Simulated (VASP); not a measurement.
```
CELL_PARAMETERS angstrom
     -2.19646     2.19646     5.00579
      2.19646    -2.19646     5.00579
      2.19646     2.19646    -5.00579
ATOMIC_POSITIONS crystal
  Ba 0.60054 0.60054 0.00000
  Si 0.99623 0.99623 0.00000
  Si 0.35668 0.85668 0.50000
  Si 0.85668 0.35668 0.50000
  Pt 0.24869 0.24869 0.00000
```

Calculation: PBEsol GGA with spin-orbit coupling, VASP's PBE PAW potentials (set 64) (plane waves; VASP). Run with 400 eV cut-off, 9×9×9 Γ-centred mesh, Gaussian smearing of 0.050 eV, potentials Ba_sv Si Pt.

Give the energies of bands 26 to 39 at the high-symmetry points, in eV from the Fermi level.

```json
[
 {"band": "26", "Γ": "-2.99", "X": "-3.02", "P": "-2.95", "N": "-2.92", "M": "-2.42", "S": "-2.47", "R": "-2.80"},
 {"band": "27", "Γ": "-2.19", "X": "-2.53", "P": "-2.30", "N": "-2.15", "M": "-2.23", "S": "-1.99", "R": "-2.54"},
 {"band": "28", "Γ": "-2.19", "X": "-2.53", "P": "-2.30", "N": "-2.15", "M": "-2.23", "S": "-1.98", "R": "-2.42"},
 {"band": "29", "Γ": "-1.96", "X": "-2.18", "P": "-2.07", "N": "-1.02", "M": "-0.45", "S": "-1.41", "R": "-2.17"},
 {"band": "30", "Γ": "-1.96", "X": "-2.18", "P": "-2.07", "N": "-1.02", "M": "-0.45", "S": "-1.38", "R": "-2.15"},
 {"band": "31", "Γ": "0.32", "X": "-1.77", "P": "-1.98", "N": "-0.40", "M": "1.22", "S": "-0.30", "R": "-1.66"},
 {"band": "32", "Γ": "0.32", "X": "-1.77", "P": "-1.98", "N": "-0.40", "M": "1.22", "S": "0.02", "R": "-1.34"},
 {"band": "33", "Γ": "0.80", "X": "2.55", "P": "1.64", "N": "-0.04", "M": "1.45", "S": "0.37", "R": "2.27"},
 {"band": "34", "Γ": "0.80", "X": "2.55", "P": "1.64", "N": "-0.04", "M": "1.45", "S": "0.53", "R": "2.31"},
 {"band": "35", "Γ": "1.38", "X": "4.11", "P": "3.96", "N": "1.88", "M": "1.99", "S": "1.83", "R": "3.06"},
 {"band": "36", "Γ": "1.38", "X": "4.11", "P": "3.96", "N": "1.88", "M": "1.99", "S": "1.91", "R": "3.07"},
 {"band": "37", "Γ": "1.43", "X": "4.20", "P": "4.05", "N": "2.22", "M": "2.26", "S": "2.96", "R": "3.81"},
 {"band": "38", "Γ": "1.43", "X": "4.20", "P": "4.05", "N": "2.22", "M": "2.26", "S": "3.02", "R": "3.84"},
 {"band": "39", "Γ": "3.96", "X": "4.40", "P": "4.18", "N": "2.43", "M": "2.76", "S": "3.06", "R": "3.92"}
]
```

It has no gap at this level: it comes out as a metal or semimetal.

The structure comes from a computed database's BaSi3Pt entry (I4mm); how it stands against other phases isn't given here. It was relaxed first.
